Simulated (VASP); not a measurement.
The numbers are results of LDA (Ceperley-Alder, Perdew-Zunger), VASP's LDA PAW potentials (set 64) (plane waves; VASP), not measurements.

VASP input:

INCAR:
```
SYSTEM=C
PREC=Accurate; ENCUT=520; LREAL=.FALSE.
LASPH=.TRUE.
EDIFF=1E-7; NELM=100; ALGO=Normal
ISMEAR=0; SIGMA=0.05
ISIF=2
LWAVE=.FALSE.; LCHARG=.FALSE.
```

**POSCAR**
```
C
1.0
  0.0000000000   1.7500590617   1.7500590617
  1.7500590617   0.0000000000   1.7500590617
  1.7500590617   1.7500590617   0.0000000000
C
2
Cart
  0.0000000000   0.0000000000   0.0000000000
  0.8750295309   0.8750295309   0.8750295309
```

KPOINTS:
```
Regular mesh
0
Gamma
  13 13 13
0 0 0
```

POTCAR, in this order: C (LDA.64 set). Program: vasp_std.

The resulting files:

OSZICAR:
```
       N       E                     dE             d eps       ncg     rms          rms(c)
DAV:   1    -0.338825483693E+01   -0.33883E+01   -0.50557E+03  1408   0.980E+02
DAV:   2    -0.210384062865E+02   -0.17650E+02   -0.16767E+02  2080   0.111E+02
DAV:   3    -0.211616515368E+02   -0.12325E+00   -0.12325E+00  1440   0.116E+01
DAV:   4    -0.211618478774E+02   -0.19634E-03   -0.19634E-03  1944   0.484E-01
DAV:   5    -0.211618480719E+02   -0.19453E-06   -0.19453E-06  1416   0.687E-03    0.613E+00
DAV:   6    -0.204700651606E+02    0.69178E+00   -0.56092E-01  1376   0.588E+00    0.358E+00
DAV:   7    -0.202304192778E+02    0.23965E+00   -0.61720E-01  1624   0.614E+00    0.826E-01
DAV:   8    -0.202296365675E+02    0.78271E-03   -0.23784E-03  1376   0.597E-01    0.259E-02
DAV:   9    -0.202296349512E+02    0.16163E-05   -0.12972E-05  1656   0.385E-02    0.236E-02
DAV:  10    -0.202296359299E+02   -0.97873E-06   -0.49348E-07  1496   0.826E-03    0.335E-03
DAV:  11    -0.202296359035E+02    0.26424E-07   -0.19196E-08  1104   0.136E-03
   1 F= -.20229636E+02 E0= -.20229636E+02  d E =-.190695E-15
```

OUTCAR:
```
------------------------ aborting loop because EDIFF is reached ----------------------------------------
  FORCE on cell =-STRESS in cart. coord.  units (eV):
  Direction    XX          YY          ZZ          XY          YZ          ZX
  --------------------------------------------------------------------------------------
  Total        1.0044715      1.0044715      1.0044715      0.0000000      0.0000000     -0.0000000
  in kB      150.1274460    150.1274460    150.1274460      0.0000000      0.0000000     -0.0000000
  external PRESSURE =     150.1274460 kB  Pullay stress =       0.0000000 kB
  volume of cell :       10.72
      direct lattice vectors                 reciprocal lattice vectors
     0.000000000  1.750059062  1.750059062    -0.285704643  0.285704643  0.285704643
     1.750059062  0.000000000  1.750059062     0.285704643 -0.285704643  0.285704643
     1.750059062  1.750059062  0.000000000     0.285704643  0.285704643 -0.285704643
 POSITION                                       TOTAL-FORCE (eV/Angst)
 -----------------------------------------------------------------------------------
      0.00000      0.00000      0.00000        -0.000000     -0.000000     -0.000000
      0.87503      0.87503      0.87503         0.000000      0.000000      0.000000
 -----------------------------------------------------------------------------------
    total drift:                               -0.000000     -0.000000     -0.000000
  FREE ENERGIE OF THE ION-ELECTRON SYSTEM (eV)
  ---------------------------------------------------
  free  energy   TOTEN  =       -20.2296359035 eV

  energy  without entropy=      -20.2296359035  energy(sigma->0) =      -20.22963590
```
(Selected blocks of OUTCAR.)

File OUTCAR:
```
 val. band max:       10.5690776336   @ k =   0.0000   0.0000   0.0000

 cond. band min:      14.8130233568   @ k =   0.3846   0.3846   0.0000


 Fermi energy:        10.8241824882

 k-point     1 :       0.0000    0.0000    0.0000
  band No.  band energies     occupation
      1     -11.5179      2.00000
      2      10.5691      2.00000
      3      10.5691      2.00000
      4      10.5691      2.00000
      5      16.2718      0.00000
      6      16.2718      0.00000
      7      16.2718      0.00000
      8      25.4410      0.00000

 k-point     2 :       0.0769    0.0000    0.0000
  band No.  band energies     occupation
      1     -11.3480      2.00000
      2       9.4659      2.00000
      3      10.2730      2.00000
      4      10.2730      2.00000
      5      16.6583      0.00000
      6      16.6583      0.00000
      7      16.9622      0.00000
      8      25.5137      0.00000

 k-point     3 :       0.1538    0.0000    0.0000
  band No.  band energies     occupation
      1     -10.8393      2.00000
      2       7.1253      2.00000
      3       9.6095      2.00000
      4       9.6095      2.00000
      5      17.5275      0.00000
      6      17.5275      0.00000
      7      18.1375      0.00000
      8      25.7188      0.00000

 k-point     4 :       0.2308    0.0000    0.0000
  band No.  band energies     occupation
      1      -9.9971      2.00000
      2       4.4423      2.00000
      3       8.8954      2.00000
      4       8.8954      2.00000
      5      18.3920      0.00000
      6      18.3920      0.00000
      7      19.0988      0.00000
      8      26.0056      0.00000

 k-point     5 :       0.3077    0.0000    0.0000
  band No.  band energies     occupation
      1      -8.8324      2.00000
      2       1.7515      2.00000
      3       8.2945      2.00000
      4       8.2945      2.00000
      5      18.9419      0.00000
      6      18.9419      0.00000
      7      19.7555      0.00000
...
```

The compound is C in the diamond structure. This cell is one point of a volume scan, at 0.97 of the reference volume.
